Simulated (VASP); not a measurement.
A cell of SrTe (rock salt) near equilibrium:

```
SrTe
1.0
    0.00000     3.35527     3.35527
    3.35527     0.00000     3.35527
    3.35527     3.35527     0.00000
Sr Te
1 1
Cartesian
  0.00000   0.00000   0.00000
  3.35527   3.35527   3.35527
```

Level of theory: r2SCAN meta-GGA, VASP's PBE PAW potentials (set 64) (plane waves; VASP 6.6.1).

Unless said otherwise, spin-orbit coupling is left out, though it shifts the bands of the heavy elements here.

| run | ΔE (meV/atom) | σxx | σyy | σzz | largest shear component, with its sign (GPa) | largest force (eV/Å) | gap (eV) |
|---|---|---|---|---|---|---|---|
| as it is | 0.0 | 0.01 | 0.01 | 0.01 | 0.00 | 0.000 | 2.15 |
| after one change | 3.3 | -0.97 | -0.97 | -0.97 | 0.00 | 0.000 | 2.22 |
Stress is in GPa, positive when the cell is compressed; gaps are those on the k-mesh, and 0.00 means metallic.

Question: What was changed between the two runs?
A) isotropic strain of +1.0 %
B) biaxial strain of -1.5 % in the xy plane
C) uniaxial strain of -0.5 % along y
D) shear strain γ_xz = -4.0 %

Answer: A, isotropic strain of +1.0 %

The compound is SrTe in the rock salt structure.
